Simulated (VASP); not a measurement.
# SiNi2: structure and properties in VASP, part 2 of 2

What structure and properties does r2SCAN + rVV10 give SiNi2, and how near are they to the measured ones? The start is a cell from a database of measured crystal structures.

VASP 6.6.1; r2SCAN with rVV10, spin-polarised from a ferromagnetic start; plane waves and PAW (Si, Ni).

So far. Step 5 (Band structure (r2SCAN + rVV10)): There is no gap at this level. Step 5 (Band structure (r2SCAN + rVV10)): Of the bands kept, 4 cross the Fermi level on this path. The relaxed cell has a, b, c = 4.912, 3.694, 6.990 Å (conventional setting).

### Step 6. Density of states (r2SCAN + rVV10)

A density of states needs more k-points than a total energy; ISMEAR = -5 takes tetrahedra, and LORBIT projects the states on the PAW spheres. The mesh is finer than in the run before.

INCAR reads:

```
SYSTEM = SiNi2
PREC = Accurate
ENCUT = 400
EDIFF = 1E-06
NELM = 100
ISMEAR = -5
SIGMA = 0.2
LREAL = .FALSE.
ALGO = Normal
METAGGA = R2SCAN
LUSE_VDW = .TRUE.
IVDW_NL = 2
BPARAM = 11.95
CPARAM = 0.0093
LASPH = .TRUE.
NBANDS = 87
ISPIN = 2
MAGMOM = 0 0 0 0 1 1 1 1 1 1 1 1
LMAXMIX = 4
LORBIT = 11
LWAVE = .FALSE.
LCHARG = .FALSE.
KPAR = 8
NEDOS = 2001
```

POSCAR reads:

```
SiNi2
1.0
    4.9120834698      0.0000000000      0.0000000000
    0.0000000000      3.6939066691      0.0000000000
    0.0000000000      0.0000000000      6.9899679846
Si Ni
4 8
Direct
    0.2910503809      0.7500000000      0.6138758221
    0.7089496191      0.2500000000      0.3861241779
    0.2089496191      0.2500000000      0.1138758221
    0.7910503809      0.7500000000      0.8861241779
    0.9570285918      0.7500000000      0.2067874570
    0.0429714082      0.2500000000      0.7932125430
    0.5429714082      0.2500000000      0.7067874570
    0.4570285918      0.7500000000      0.2932125430
    0.8290966976      0.7500000000      0.5600669831
    0.1709033024      0.2500000000      0.4399330169
    0.6709033024      0.2500000000      0.0600669831
    0.3290966976      0.7500000000      0.9399330169
```

KPOINTS reads:

```
Automatic mesh
0
Gamma
8 11 6
0 0 0
```

PAW data sets: Si and Ni (PBE family, release 64).

Started as:

```console
mpirun -np 8 vasp_std
```

Wall time 12 min (8 MPI ranks of Intel Xeon Platinum 8488C (Sapphire Rapids), shared host); peak memory 9.9 GiB; 85 min of CPU time.

With tetrahedra the forces and stress of a metal are not exact derivatives of the energy.

Numbers from this step:

```
irreducible k-points   : 120
free energy (TOTEN)    : -135.0366 eV
Fermi energy           : 11.51 eV
pressure               : 0.005661 GPa
DOS at the Fermi level : 6.777 states/eV/cell
```

The density of states has structure finer than the step of the table below, so its rows give means over 0.5 eV, whole bins alone (the curve runs from -12.0 to 2.33 eV). Peaks (eV: height): total -3.45: 27.9, -2.86: 24.8, -2.34: 30.6, -1.89: 34.1; Ni d -3.45: 22.8, -2.86: 21.1, -2.34: 27.7, -1.89: 31.6; Ni p -4.86: 1.04, -4.49: 1.07, -4.12: 1.27, -3.45: 1.13; Si p -5.23: 1.32, -4.41: 1.11, -4.12: 1.14, -3.45: 0.701; Ni s -11.38: 0.405, -7.30: 0.960, -7.01: 0.949, -5.23: 0.622.

States under -12.0 eV and over 2.3 eV are left out; both spin channels agree and are summed. Table of density of states by energy, zero at the Fermi level; means over each step; values in states/eV/cell:

```
energy (eV)  total    Ni d    Ni p     Si p     Ni s     Si s
      -11.5   1.65  0.0402   0.160   0.0314    0.396    0.465
      -11.0   1.70  0.0647   0.201   0.0340    0.330    0.502
      -10.5   2.13   0.125   0.275   0.0443    0.339    0.645
      -10.0   2.21   0.189   0.300   0.0425    0.282    0.695
       -9.5   3.30   0.433   0.447   0.0585    0.270     1.09
       -9.0   1.75   0.326   0.211   0.0245   0.0963    0.594
       -8.5  0.198  0.0419  0.0221  0.00184  0.00948   0.0684
       -8.0  0.348  0.0466  0.0287   0.0496    0.104  0.00771
       -7.5   3.13   0.520   0.280    0.428    0.839    0.101
       -7.0   4.20   0.926   0.399    0.578    0.878    0.148
       -6.5   3.17   0.899   0.298    0.428    0.524    0.111
       -6.0   3.74    1.29   0.365    0.482    0.484    0.107
       -5.5   5.85    2.42   0.605    0.746    0.554   0.0777
       -5.0   9.98    5.15   0.931     1.19    0.429   0.0662
       -4.5   9.73    5.71   0.908    0.925    0.224   0.0154
       -4.0   11.5    8.09   0.779    0.591    0.164   0.0176
       -3.5   17.9    14.6   0.750    0.393    0.164   0.0229
       -3.0   17.7    15.1   0.591    0.278    0.151   0.0209
       -2.5   20.5    18.3   0.544    0.212    0.102   0.0199
       -2.0   27.9    25.7   0.529    0.172    0.125   0.0403
       -1.5   19.4    17.8   0.469    0.132    0.109   0.0354
       -1.0   12.5    11.4   0.331    0.134   0.0933   0.0319
       -0.5   5.37    4.46   0.287    0.169   0.0851   0.0219
        0.0   5.05    3.67   0.411    0.283    0.156   0.0421
        0.5   3.88    2.46   0.426    0.281    0.161   0.0583
        1.0   3.50    2.00   0.423    0.323    0.152   0.0926
        1.5   4.07    2.14   0.477    0.427    0.184    0.200
        2.0   2.78    1.33   0.331    0.308    0.158    0.177
```

The finer mesh and the other smearing move the Fermi level by +0.02 eV from the 6×7×4 run, a small shift, which tests the Fermi level alone. Of the states within 0.3 eV of the Fermi level, the largest shares in the PAW spheres are Ni d 73 %, Ni p 8 % and Si p 6 %. The rest lies in smaller channels or between the spheres.

### Step 7. Independent-particle dielectric function (r2SCAN + rVV10)

LOPTICS sums transitions from filled to empty bands. NBANDS is raised for it.

INCAR: that of step 6 with these lines changed.

```diff
@@ -5,3 +5,3 @@
 NELM = 100
-ISMEAR = -5
+ISMEAR = 1
 SIGMA = 0.2
@@ -15,3 +15,3 @@
 LASPH = .TRUE.
-NBANDS = 87
+NBANDS = 144
 ISPIN = 2
@@ -23,2 +23,4 @@
 KPAR = 8
-NEDOS = 2001
+LOPTICS = .TRUE.
+NEDOS = 1500
+CSHIFT = 0.1
```

POSCAR is that of step 6.

KPOINTS is that of step 6.

Started as:

```console
mpirun -np 8 vasp_std
```

Elapsed: 19 min, on 8 MPI ranks; peak memory 29 GiB; 2.4 h of CPU time.

These are independent-particle spectra without excitons or local fields, and fine structure depends on the mesh and on CSHIFT. The intraband (Drude) part is not in this spectrum.

Numbers from this step:

```
SCF cycles              : 18
bands                   : 144
free energy (TOTEN)     : -135.0377 eV
energy at zero smearing : -135.0357 eV
Fermi energy            : 11.48 eV
pressure                : 8.54e-4 GPa
```

The imaginary dielectric function has structure finer than the step of the table below, so its rows give means over 1 eV, whole bins alone (the curve runs from 0 to 25.0 eV). Peaks (eV: height): xx 0.2: 39.8; yy 0.6: 45.6; zz 0.3: 29.7, 1.0: 48.4.

Table of imaginary dielectric function by photon energy; means over each step:

```
photon energy (eV)     xx     yy     zz
                 1   22.9   28.4   34.3
                 2   15.6   17.6   16.3
                 3   10.3   11.1   9.95
                 4   7.78   7.71   7.58
                 5   7.49   8.93   8.35
                 6   9.78   8.67   9.04
                 7   9.69   8.14   8.43
                 8   7.13   7.56   7.35
                 9   4.86   5.27   5.30
                10   4.11   4.30   4.04
                11   3.28   3.58   3.37
                12   2.80   2.93   2.74
                13   2.24   2.35   2.29
                14   1.87   1.90   2.00
                15   1.62   1.53   1.59
                16   1.28   1.25   1.33
                17   1.04   1.04   1.08
                18  0.895  0.881  0.922
                19  0.831  0.802  0.844
                20  0.799  0.769  0.820
                21  0.734  0.718  0.739
                22  0.635  0.632  0.631
                23  0.590  0.541  0.555
                24  0.526  0.502  0.509
```

Real dielectric function against photon energy:

```
photon energy (eV)       xx       yy       zz
                 0     86.5     70.3     76.8
                 1     14.4     8.79     23.5
                 2     6.07     7.00     1.28
                 3     3.33     1.68     1.77
                 4     3.41     3.00     3.71
                 5     5.15     4.58     4.76
                 6     3.51     1.53     2.22
                 7   -0.679     1.20    0.448
                 8    -2.26    -1.03    -1.50
                 9    -1.90    -1.98    -1.89
                10    -1.56    -1.44    -1.70
                11    -1.59    -1.71    -1.43
                12    -1.23    -1.45    -1.37
                13    -1.17    -1.39    -1.16
                14    -1.07    -1.19    -1.09
                15   -0.931    -1.09   -0.958
                16   -0.771   -0.814   -0.800
                17   -0.569   -0.581   -0.597
                18   -0.363   -0.464   -0.416
                19   -0.213   -0.225   -0.253
                20   -0.105   -0.167   -0.164
                21  -0.0672  -0.0754   -0.125
                22  -0.0137  -0.0329  -0.0714
                23   0.0610   0.0120   0.0277
                24    0.105   0.0717   0.0889
```

### Step 8. Summary of results

```
relaxed volume                            : 10.57 Å³/atom
relaxed conventional cell a, b, c         : 4.912, 3.694, 6.990 Å
space group after relaxing, within 0.02 Å : Pnma (No. 62)
moment of the cell (8×11×6 mesh)          : 0 μB
band gap                                  : none, a metal
DOS at the Fermi level                    : 6.78 states/eV/cell
```

What this shows: With r2SCAN + rVV10, SiNi2 relaxes to 10.57 Å³/atom in space group Pnma, comes out as a metal and loses the moments it was started with. Against the listed cell the volume lies -2.8 % (a -1.6 %, b -0.7 %, c -0.6 %). Band structure (r2SCAN + rVV10): Of the bands kept, 4 cross the Fermi level on this path. Only the typed magnetic starts were tried, so the magnetic ground state may differ and with it the other results. No search among competing phases was made, and a listed structure need not be the one stable at ambient conditions. All values are for a static lattice at zero temperature.

Comparison with the measured values:

| quantity | measured | r2SCAN with rVV10 |
| --- | --- | --- |
| lattice constant a (Å) | 4.992 | 4.912 (-1.6 %) |

Measured values from arxiv:1602.05840 (2016).

Verdict: The lattice constant a is off by -1.6 %. The magnetic state of these runs (no moments) need not be that of the sample, so the match is not graded. Zero-point motion and thermal expansion are not in the computed lattice constants.

[Lines on the potential files, build, host, timing and source positions are cut from VASP's logs without a mark.]

[Logs are printed without paths, hosts, clocks, repeated set-up lines and the standing remarks that a program may print on its own settings, such as how far it seeks lower states.]

[Hosts, paths, dates, database ids (printed as entryN), source tags and the programs' standing remarks are cut or masked in the printed files.]

[A measured line is paired with the nearest computed mode of its activity, which favours agreement.]

[In band tables of VASP the shares of atoms and orbitals are scaled to a sum of 1 inside the atoms' spheres.]
